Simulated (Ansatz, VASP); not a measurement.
# CaDy: VASP beside Ansatz, part 2 of 2

Aim: how closely do two programs agree when they are given the same cell, functional and k mesh? The cell is invented: As first built, before any earlier steps moved the atoms (in the runner's words): it takes the DyCd structure with some of its atoms replaced by other elements, volume scaled by an estimate. It may not be a known or stable phase. The cell is taken from a series of VASP runs on this material, whose earlier steps may have relaxed, scaled or displaced it; both programs get it as it stands.

VASP 6.6.1 and Ansatz 0.2.0.

So far: Set-up; Ansatz: relaxation of cell and atoms, PBEsol with D4.

In doubt: a part-filled 4f shell, where there is one, can sit in one of many states, so energies may not be the lowest and differences between runs may mislead; derivatives with an open 4f shell can jump between states, which bears on forces and vibrations; too few empty bands were carried (Ansatz), so the values of those runs are not to be relied on.

## (3) VASP: relaxation of cell and atoms, PBEsol with D4

Level of this step: PBEsol with D4, spin-polarised from a ferromagnetic start (one magnetic atom a cell); plane waves and PAW (Dy, Ca_sv); invented cell (VASP).

The same cell, functional, mesh and smearing now go to VASP, with its own data sets and cutoff.

Lines of VASP's logs that name or quote its potential files are left out, and so is its time.

Contents of INCAR:

```
SYSTEM = CaDy
PREC = Accurate
ENCUT = 450
EDIFF = 1E-06
NELM = 100
ISMEAR = 1
SIGMA = 0.2
LREAL = .FALSE.
ALGO = Normal
GGA = PS
IVDW = 13
ISPIN = 2
MAGMOM = 5 0
LMAXMIX = 6
LORBIT = 11
LWAVE = .FALSE.
LCHARG = .FALSE.
IBRION = 2
NSW = 60
ISIF = 3
EDIFFG = -0.01
```

Contents of POSCAR:

```
CaDy
1.0
    4.1011821401      0.0000000000      0.0000000000
    0.0000000000      4.1011821401      0.0000000000
    0.0000000000      0.0000000000      4.1011821401
Dy Ca
1 1
Direct
    0.5000000000      0.5000000000      0.5000000000
    0.0000000000      0.0000000000      0.0000000000
```

Contents of KPOINTS:

```
Automatic mesh
0
Gamma
6 6 6
0 0 0
```

The projector-augmented-wave data sets are Dy and Ca_sv (PBE family, release 64).

The run is started by

```
mpirun -np 1 vasp_std
```

Numbers of over 12 decimals in the logs are rounded to 6 here.

Output:

```text
[banner, memory and clock lines left out]
running    1 mpi-ranks, on    1 nodes
 distrk:  each k-point on    1 cores,    1 groups
 distr:  one band on    1 cores,    1 groups

 POSCAR found type information on POSCAR DyCa
 POSCAR found :  2 types and       2 ions
|                                                                             |
|               ----> ADVICE to this user running VASP <----                  |
|                                                                             |
|     You enforced a specific xc type in the INCAR file but a different       |
|     [... a line on the potential file left out ...]
|     I HOPE YOU KNOW WHAT YOU ARE DOING!                                     |
|                                                                             |

 LDA part: xc-table for (Slater+PW92), standard interpolation
 POSCAR, INCAR and KPOINTS ok, starting setup
 FFT: planning ... GRIDC
 FFT: planning ... GRID_SOFT
 FFT: planning ... GRID
 WAVECAR not read
 entering main loop
       N       E                     dE             d eps       ncg     rms          rms(c)
DAV:   1     0.191604245004E+03    0.19160E+03   -0.11052E+04  2412   0.547E+03
DAV:   2     0.184940795958E+02   -0.17311E+03   -0.16399E+03  2394   0.513E+02
DAV:   3    -0.576935536098E+01   -0.24263E+02   -0.23380E+02  2870   0.120E+02
DAV:   4    -0.907048756318E+01   -0.33011E+01   -0.32663E+01  3404   0.350E+01
DAV:   5    -0.928292244765E+01   -0.21243E+00   -0.21129E+00  2764   0.987E+00    0.293E+01
DAV:   6    -0.577084613773E+02   -0.48426E+02   -0.30576E+02  2166   0.334E+02    0.380E+02
DAV:   7    -0.483024265511E+02    0.94060E+01   -0.60842E+00  2982   0.282E+01    0.378E+02
DAV:   8    -0.485319935136E+02   -0.22957E+00   -0.27498E-01  2980   0.249E+00    0.379E+02
DAV:   9    -0.595016617388E+02   -0.10970E+02   -0.98339E-01  2648   0.134E+01    0.468E+02
DAV:  10    -0.171866056408E+02    0.42315E+02   -0.17019E+02  2408   0.111E+02    0.124E+02
DAV:  11    -0.147239406473E+02    0.24627E+01   -0.10742E+01  3292   0.427E+01    0.349E+01
DAV:  12    -0.975501473963E+01    0.49689E+01   -0.46635E+00  2826   0.465E+01    0.601E+01
DAV:  13    -0.124294140706E+02   -0.26744E+01   -0.22714E+01  3066   0.445E+01    0.128E+02
DAV:  14    -0.120577347524E+02    0.37168E+00   -0.14682E+01  2404   0.479E+01    0.552E+01
[...]
DAV:  38    -0.976646241942E+01   -0.19110E-04   -0.52828E-06  2186   0.263E-02    0.615E-01
DAV:  39    -0.976646978880E+01   -0.73694E-05   -0.36731E-06  1762   0.237E-02    0.633E-01
DAV:  40    -0.976646266904E+01    0.71198E-05   -0.96034E-06  2110   0.379E-02    0.571E-01
DAV:  41    -0.976646102063E+01    0.16484E-05   -0.78303E-07  1390   0.123E-02    0.518E-01
DAV:  42    -0.976645173075E+01    0.92899E-05   -0.11599E-05  1966   0.394E-02    0.430E-01
DAV:  43    -0.976645028077E+01    0.14500E-05   -0.14921E-06  1336   0.189E-02    0.366E-01
DAV:  44    -0.976645204555E+01   -0.17648E-05   -0.60215E-07  1312   0.144E-02    0.311E-01
DAV:  45    -0.976645234625E+01   -0.30071E-06   -0.45735E-07  1318   0.778E-03
   1 F= -.99459315E+01 E0= -.99501157E+01  d E =-.994593E+01  mag=     4.6455
 curvature:   0.00 expect dE= 0.000E+00 dE for cont linesearch  0.000E+00
 trial: gam= 0.00000 g(F)=  0.000E+00 g(S)=  0.310E-03 ort = 0.000E+00 (trialstep = 0.100E+01)
 search vector abs. value=  0.310E-03
 bond charge predicted
       N       E                     dE             d eps       ncg     rms          rms(c)
DAV:   1    -0.989579404346E+01   -0.12934E+00   -0.36505E-01  2772   0.715E+00    0.856E+00
DAV:   2    -0.241157203228E+02   -0.14220E+02   -0.84935E+01  2056   0.102E+02    0.938E+01
DAV:   3    -0.106943769104E+02    0.13421E+02   -0.19082E+01  2312   0.431E+01    0.379E+01
DAV:   4    -0.985599318584E+01    0.83838E+00   -0.14223E+00  3336   0.129E+01    0.923E+00
DAV:   5    -0.976876982189E+01    0.87223E-01   -0.67549E-01  2986   0.106E+01    0.458E+00
DAV:   6    -0.977612148715E+01   -0.73517E-02   -0.42865E-02  3016   0.129E+00    0.571E+00
DAV:   7    -0.977981798225E+01   -0.36965E-02   -0.48432E-03  3278   0.745E-01    0.617E+00
DAV:   8    -0.977149477548E+01    0.83232E-02   -0.39150E-03  2906   0.765E-01    0.555E+00
DAV:   9    -0.976477823464E+01    0.67165E-02   -0.81537E-03  3064   0.139E+00    0.425E+00
DAV:  10    -0.976528164024E+01   -0.50341E-03   -0.53393E-04  3108   0.199E-01    0.389E+00
DAV:  11    -0.976502076041E+01    0.26088E-03   -0.31521E-04  2844   0.396E-01    0.335E+00
DAV:  12    -0.976541412856E+01   -0.39337E-03   -0.47484E-04  2694   0.472E-01    0.222E+00
DAV:  13    -0.976557171092E+01   -0.15758E-03   -0.21587E-04  3372   0.220E-01    0.159E+00
DAV:  14    -0.976549071423E+01    0.80997E-04   -0.15463E-04  3372   0.154E-01    0.133E+00
DAV:  15    -0.976540950570E+01    0.81209E-04   -0.52743E-05  3314   0.657E-02    0.128E+00
DAV:  16    -0.976554608180E+01   -0.13658E-03   -0.12708E-04  2882   0.218E-01    0.571E-01
DAV:  17    -0.976576954344E+01   -0.22346E-03   -0.35099E-04  3364   0.182E-01    0.311E-01
DAV:  18    -0.976574455036E+01    0.24993E-04   -0.35307E-05  2956   0.524E-02    0.290E-01
DAV:  19    -0.976573387927E+01    0.10671E-04   -0.84573E-06  2456   0.282E-02    0.275E-01
DAV:  20    -0.976563532315E+01    0.98556E-04   -0.11163E-04  2734   0.178E-01    0.837E-02
DAV:  21    -0.976563124471E+01    0.40784E-05   -0.17412E-05  2656   0.417E-02    0.615E-02
DAV:  22    -0.976563286268E+01   -0.16180E-05   -0.18679E-06  1688   0.124E-02    0.648E-02
DAV:  23    -0.976563231296E+01    0.54972E-06   -0.51429E-07  1194   0.150E-02
   2 F= -.99459765E+01 E0= -.99501671E+01  d E =-.450197E-04  mag=     4.6484
 trial-energy change:   -0.000045  1 .order   -0.000142   -0.000310    0.000027
 step:   0.4903(harm=  0.9208)  dis= 0.00000  next Energy=    -9.945996 (dE=-0.646E-04)
 reached required accuracy - stopping structural energy minimisation
```

Parts of OUTCAR (step 3):

```text
ion  position               nearest neighbor table
   1  0.500  0.500  0.500-
   2  0.000  0.000  0.000-

  LATTYP: Found a simple cubic cell.
 ALAT       =     4.1011821401

 Subroutine GETGRP returns: Found 48 space group operations
 (whereof 48 operations were pure point group operations)

The static configuration has the point symmetry O_h .

 Found     20 irreducible k-points:

   k-points           NKPTS =     20   k-points in BZ     NKDIM =     20   number of bands    NBANDS=     22

   dimension x,y,z NGX =    28 NGY =   28 NGZ =   28
   dimension x,y,z NGXF=    56 NGYF=   56 NGZF=   56

   ENCUT  =  450.0 eV  33.07 Ry    5.75 a.u.   7.09  7.09  7.09*2*pi/ulx,y,z

   NELECT =      30.0000    total number of electrons

 k-points in reciprocal lattice and weights: Automatic mesh
   0.00000000  0.00000000  0.00000000       0.005
   0.16666667  0.00000000  0.00000000       0.028
   0.33333333  0.00000000  0.00000000       0.028
   0.50000000  0.00000000  0.00000000       0.014
   0.16666667  0.16666667  0.00000000       0.056
   0.33333333  0.16666667  0.00000000       0.111
   0.50000000  0.16666667  0.00000000       0.056
   0.33333333  0.33333333  0.00000000       0.056
   0.50000000  0.33333333  0.00000000       0.056
[...]
0.50000000  0.50000000  0.33333333       0.028
   0.50000000  0.50000000  0.50000000       0.005

 average (electrostatic) potential at core
       1 -39.7308       2 -47.2199

 E-fermi :   2.5233

 spin component 1
 k-point     1 :       0.0000    0.0000    0.0000
  band No.  band energies     occupation
    ...
     14      -0.4196      1.00000
     15      -0.4196      1.00000
     16      -0.4196      1.00000
     17       1.7207      1.00000
     18       1.7207      1.00000
     19       4.9008     -0.00000
     20       4.9008     -0.00000
     21       4.9008     -0.00000
     22       6.5805      0.00000

 k-point     2 :       0.1667    0.0000    0.0000
  band No.  band energies     occupation
    ...
     14      -0.4281      1.00000
     15      -0.4165      1.00000
     16      -0.4165      1.00000
     17       1.8085      1.00000
     18       1.9244      1.00010
     19       4.7733     -0.00000
     20       4.7733     -0.00000
     21       5.0642     -0.00000
     22       6.0670     -0.00000

 k-point     3 :       0.3333    0.0000    0.0000
  band No.  band energies     occupation
    ...
     14      -0.4431      1.00000
     15      -0.4100      1.00000
     16      -0.4100      1.00000
     17       1.5691      1.00000
     18       2.4885      0.64496
     19       4.5368     -0.00000
     20       4.5368     -0.00000
     21       4.9761     -0.00000
     22       5.5267     -0.00000

 k-point     4 :       0.5000    0.0000    0.0000
  band No.  band energies     occupation
    ...
     13      -0.4500      1.00000
     14      -0.4064      1.00000
     15      -0.4064      1.00000
     16       0.0361      1.00000
     17       0.8024      1.00000
     18       3.0240     -0.00114
     19       4.2107     -0.00000
     20       4.4255     -0.00000
     21       4.4255     -0.00000
     22       5.3167     -0.00000

 k-point     5 :       0.1667    0.1667    0.0000
  band No.  band energies     occupation
    ...
     14      -0.4272      1.00000
     15      -0.4203      1.00000
     16      -0.4133      1.00000
     17       1.9942      1.00059
     18       2.0131      1.00092
     19       4.4127     -0.00000
     20       4.4718     -0.00000
     21       5.2847     -0.00000
     22       5.5788     -0.00000

 k-point     6 :       0.3333    0.1667    0.0000
  band No.  band energies     occupation
    ...
     14      -0.4375      1.00000
     15      -0.4136      1.00000
     16      -0.4064      1.00000
     17       1.7056      1.00000
     18       2.5093      0.55910
     19       3.8748     -0.00000
     20       4.1858     -0.00000
     21       4.7923     -0.00000
     22       5.2197     -0.00000

  DFT-D4 for vdW energy calculation

  Edisp (eV):   -0.18034

  Total       0.00563     0.00563     0.00563    -0.00000     0.00000    -0.00000
  in kB       0.13142     0.13142     0.13142    -0.00000     0.00000    -0.00000
  external pressure =        0.13 kB  Pullay stress =        0.00 kB

  energy-cutoff  :      450.00
  volume of cell :       68.65
      direct lattice vectors                 reciprocal lattice vectors
     4.094706586  0.000000000  0.000000000     0.244217743  0.000000000 -0.000000000
    -0.000000000  4.094706586 -0.000000000    -0.000000000  0.244217743 -0.000000000
     0.000000000  0.000000000  4.094706586    -0.000000000  0.000000000  0.244217743

 POSITION                                       TOTAL-FORCE (eV/Angst)
 -----------------------------------------------------------------------------------
      2.04735      2.04735      2.04735        -0.000000      0.000000      0.000000
      0.00000      0.00000      0.00000         0.000000     -0.000000      0.000000
 -----------------------------------------------------------------------------------
    total drift:                                0.000000      0.000000      0.000000

  FREE ENERGIE OF THE ION-ELECTRON SYSTEM (eV)
  ---------------------------------------------------
  free  energy   TOTEN  =        -9.9459765436 eV

  energy  without entropy=       -9.9585482901  energy(sigma->0) =       -9.95016713

 reached required accuracy - stopping structural energy minimisation

 total charge
# of ion       s       p       d       f       tot
--------------------------------------------------
    1        2.158   5.787   0.438   9.330  17.712
    2        2.098   5.829   0.239   0.000   8.165
--------------------------------------------------
tot          4.256  11.615   0.676   9.330  25.877

 magnetization (x)
# of ion       s       p       d       f       tot
--------------------------------------------------
    1        0.011  -0.054   0.068   4.523   4.547
    2       -0.003  -0.000  -0.012   0.000  -0.015
--------------------------------------------------
tot          0.008  -0.054   0.057   4.523   4.533

[... 6 further parts left out ...]
```

CONTCAR:

```
CaDy
   1.00000000000000
     4.0947065864023386    0.0000000000000000    0.0000000000000000
    -0.0000000000000000    4.0947065864023386   -0.0000000000000000
     0.0000000000000000    0.0000000000000000    4.0947065864023386
  Dy              Ca
     1     1
Direct
     0.5000000000000000    0.5000000000000000    0.5000000000000000
     0.0000000000000000    0.0000000000000000    0.0000000000000000
```

Without U or exact exchange, f electrons of an open shell come out too delocalised. Dispersion corrections of this kind ignore metallic screening and tend to overbind metals.

## (4) Comparison

Known differences besides the potentials themselves: both relaxations stop at a tolerance, which leaves soft axes loose, and VASP keeps its plane-wave basis; the cutoff is 420 eV in Ansatz and 450 eV in VASP; Ansatz makes its cores anew for this functional, VASP keeps those of its PBE data sets; VASP leaves aspherical gradient terms in its spheres out (LASPH is not set), Ansatz keeps them; Ansatz adds a Pulay correction to the stress that steers its cell, VASP none; site moments are counted in spheres of each program's own size. Total energies have different zeros and are not compared.

The two programs side by side:

| quantity | Ansatz | VASP | difference |
| --- | --- | --- | --- |
| volume (Å³) | 69.92 | 68.65 | +1.84 % |
| edge a after relaxation, in the typed setting (Å) | 4.120 | 4.095 | +0.61 % |
| total moment (μB) | 4.56 | 4.65 | -0.08 |
| moment on Dy1 (μB) | 4.59 | 4.55 | +0.04 |

The walks stopped with 0.00 GPa left in Ansatz and 0.01 GPa in VASP; each walk ends within a tolerance, so the volume difference is uncertain by about these residues over the bulk modulus, most in soft cells.

A further Ansatz single point at VASP's end cell gives 0.48 GPa where VASP has 0.01 GPa.

## (5) Outcome

```yaml
difference_in_volume_relaxation_of_cell_and_atoms_pbesol_with_d4: 1.8 %
```

What this shows: The difference in volume is 1.8 % (relaxation of cell and atoms, PBEsol with D4), beyond the 1.2 % picked in this series as the mark of a large difference, as far as the stopping tolerances let one tell. A pressure difference of 0.46 GPa at VASP's end cell goes with 1.8 % of volume, which implies a bulk modulus near 26 GPa: the cell is soft, so a small pressure moves it far. Such differences can come from data sets, numerical settings and the points named under the comparisons, not from the functional's error against experiment.

[Lines on the potential files, build, host, timing and source positions are cut from VASP's logs without a mark.]

[Logs are printed without paths, hosts, clocks, repeated set-up lines and the standing remarks that a program may print on its own settings, such as how far it seeks lower states.]

[Hosts, paths, dates, database ids (printed as entryN), source tags and the programs' standing remarks are cut or masked in the printed files.]

[The remark on too few empty bands rests on warnings of the Ansatz runs; the VASP runs of these pairs gave none.]
